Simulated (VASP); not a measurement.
Here is the system:

```xyz
2
Lattice="3.2202 0.0000 0.0000 -1.6101 2.7887 0.0000 0.0000 0.0000 5.0889" Properties=species:S:1:pos:R:3 pbc="T T T"
Hf     0.0000     1.8592     1.2722
Hf     1.6101     0.9296     3.8167
```

Method: PBE GGA, VASP's PBE PAW potentials (set 64) (plane waves; VASP). Run with 300 eV cut-off, 16×16×9 Γ-centred mesh, Gaussian smearing of 0.14 eV, potentials Hf_pv.

Task: Give the energies of bands 7 to 13 at the high-symmetry points, in eV from the Fermi level.

Result: 
```
band      Γ      M      K      A      L      H
----  -----  -----  -----  -----  -----  -----
7     -7.32  -3.33  -2.07  -5.37  -3.35  -1.74
8     -3.65  -2.68  -1.80  -5.37  -3.35  -1.74
9      0.57  -2.17  -1.80   0.15  -0.96  -1.44
10     1.16  -0.84  -1.43   0.15  -0.96  -1.44
11     1.16   0.78   0.36   1.05   1.10  -0.22
12     1.45   0.84   0.36   1.05   1.10  -0.22
13     1.97   1.64   2.00   1.05   2.59   2.48
```

It has no gap at this level: it comes out as a metal or semimetal.

The structure comes from a computed database's Hf entry; how it stands against other phases isn't given here. The cell was not relaxed at this level.
